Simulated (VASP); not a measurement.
Output of a VASP run:

File OSZICAR:
```
       N       E                     dE             d eps       ncg     rms          rms(c)
DAV:   1     0.348141853747E+03    0.34814E+03   -0.15167E+04   720   0.176E+03
DAV:   2     0.692599482380E+02   -0.27888E+03   -0.26987E+03   776   0.465E+02
DAV:   3     0.393852781791E+02   -0.29875E+02   -0.29567E+02   906   0.160E+02
DAV:   4     0.385790622299E+02   -0.80622E+00   -0.80517E+00   790   0.278E+01
DAV:   5     0.385540007952E+02   -0.25061E-01   -0.25060E-01   824   0.482E+00    0.100E+01
DAV:   6     0.262886237354E+02   -0.12265E+02   -0.15509E+02   720   0.154E+02    0.107E+01
DAV:   7     0.264194030690E+02    0.13078E+00   -0.15801E+00   746   0.150E+01    0.863E+00
DAV:   8     0.234033877732E+02   -0.30160E+01   -0.47330E+01   878   0.473E+01    0.132E+01
DAV:   9     0.263806490694E+02    0.29773E+01   -0.14071E+01  1000   0.247E+01    0.321E+00
DAV:  10     0.264160872962E+02    0.35438E-01   -0.46933E-01   740   0.486E+00    0.260E+00
DAV:  11     0.264491358624E+02    0.33049E-01   -0.36718E-01   744   0.597E+00    0.409E-01
DAV:  12     0.264270374147E+02   -0.22098E-01   -0.16248E-01   726   0.446E+00    0.868E-01
DAV:  13     0.263916407543E+02   -0.35397E-01   -0.33801E-02   750   0.200E+00    0.527E-01
DAV:  14     0.263914474464E+02   -0.19331E-03   -0.77399E-02   842   0.243E+00    0.500E-01
DAV:  15     0.263923582773E+02    0.91083E-03   -0.18521E-02   832   0.112E+00    0.588E-02
DAV:  16     0.263921131230E+02   -0.24515E-03   -0.72718E-04   764   0.227E-01    0.257E-02
DAV:  17     0.263922153405E+02    0.10222E-03   -0.16848E-04   722   0.121E-01    0.116E-02
DAV:  18     0.263920195958E+02   -0.19574E-03   -0.87297E-05   728   0.883E-02    0.107E-02
DAV:  19     0.263920205765E+02    0.98062E-06   -0.62597E-06   770   0.263E-02    0.185E-03
DAV:  20     0.263920204670E+02   -0.10951E-06   -0.12888E-06   720   0.109E-02    0.172E-03
DAV:  21     0.263920200076E+02   -0.45933E-06   -0.12261E-07   588   0.421E-03    0.140E-03
DAV:  22     0.263920199376E+02   -0.70051E-07   -0.21191E-07   428   0.371E-03
   1 F= 0.26392020E+02 E0= 0.26392020E+02  d E =-.173684E-17
```

**OUTCAR**
```
------------------------ aborting loop because EDIFF is reached ----------------------------------------
  FORCE on cell =-STRESS in cart. coord.  units (eV):
  Direction    XX          YY          ZZ          XY          YZ          ZX
  --------------------------------------------------------------------------------------
  Total       -0.6568349     -0.6568349     -0.6568349      0.0000000      0.0000000     -0.0000000
  in kB      -19.6401366    -19.6401366    -19.6401366      0.0000000      0.0000000     -0.0000000
  external PRESSURE =     -19.6401366 kB  Pullay stress =       0.0000000 kB
  volume of cell :       53.58
      direct lattice vectors                 reciprocal lattice vectors
     0.000000000  2.992246913  2.992246913    -0.167098510  0.167098510  0.167098510
     2.992246913  0.000000000  2.992246913     0.167098510 -0.167098510  0.167098510
     2.992246913  2.992246913  0.000000000     0.167098510  0.167098510 -0.167098510
 POSITION                                       TOTAL-FORCE (eV/Angst)
 -----------------------------------------------------------------------------------
      0.00000      0.00000      0.00000         0.000000     -0.000000     -0.000000
      1.49612      1.49612      1.49612         0.000000      0.000000      0.000000
      4.48837      4.48837      4.48837        -0.000000     -0.000000     -0.000000
 -----------------------------------------------------------------------------------
    total drift:                                0.000000     -0.000000      0.000000
  FREE ENERGIE OF THE ION-ELECTRON SYSTEM (eV)
  ---------------------------------------------------
  free  energy   TOTEN  =        26.3920199376 eV

  energy  without entropy=       26.3920199376  energy(sigma->0) =       26.39201994
```
(Selected blocks of OUTCAR.)

File POSCAR:
```
PbF2
1
    0.0000000000     2.9922469132     2.9922469132
    2.9922469132     0.0000000000     2.9922469132
    2.9922469132     2.9922469132     0.0000000000
Pb F
1 2
Direct
  0.0000000000   0.0000000000   0.0000000000
  0.2500000000   0.2500000000   0.2500000000
  0.7500000000   0.7500000000   0.7500000000
```

Question: Write an INCAR and KPOINTS that could have produced this output.

Answer: Several could match; the one computed here: the input of the run itself, revTPSS meta-GGA, plane waves, VASP's PBE PAW potentials (set 64).

KPOINTS:
```
K-points
0
Gamma
  7 7 7
```

**INCAR**
```
SYSTEM = PbF2
PREC = Accurate; ENCUT = 520; LREAL = .FALSE.
LASPH = .TRUE.
EDIFF = 1E-7; NELM = 100; ALGO = Normal
LMAXMIX = 4; LMIXTAU = .TRUE.
ISMEAR = 0; SIGMA = 0.05
METAGGA = RTPSS
ISIF = 2
LWAVE = .FALSE.; LCHARG = .FALSE.
```

POTCAR, in this order: Pb_d F (PBE.64 set). Program: vasp_std.

The compound is PbF2 in the fluorite structure, the β form. This cell is one point of a volume scan, at 1.03 of the reference volume.
